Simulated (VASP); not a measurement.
Here is the system:

```yaml
crystal:
  lattice:
    - [0.00000, 2.73061, 2.73061]
    - [2.73061, 0.00000, 2.73061]
    - [2.73061, 2.73061, 0.00000]
  atoms:
    - { symbol: Ce, position: [0.00000, 0.00000, 0.00000] }
    - { symbol: O, position: [0.25000, 0.25000, 0.25000] }
    - { symbol: O, position: [0.75000, 0.75000, 0.75000] }
```

Computed with PBE GGA, VASP's PBE PAW potentials (set 64) (plane waves; VASP). Numerical set-up: 520 eV cut-off, 13×13×13 Γ-centred mesh, Gaussian smearing of 0.010 eV, potentials Ce O.

Question: What does the run give for the energy per atom (σ→0)?

Answer: 
- energy per atom (σ→0): -843.6 kJ/mol of atoms

The compound is CeO2 in the fluorite structure. It was relaxed first. The run is not spin-polarised, so no magnetic state was tried.
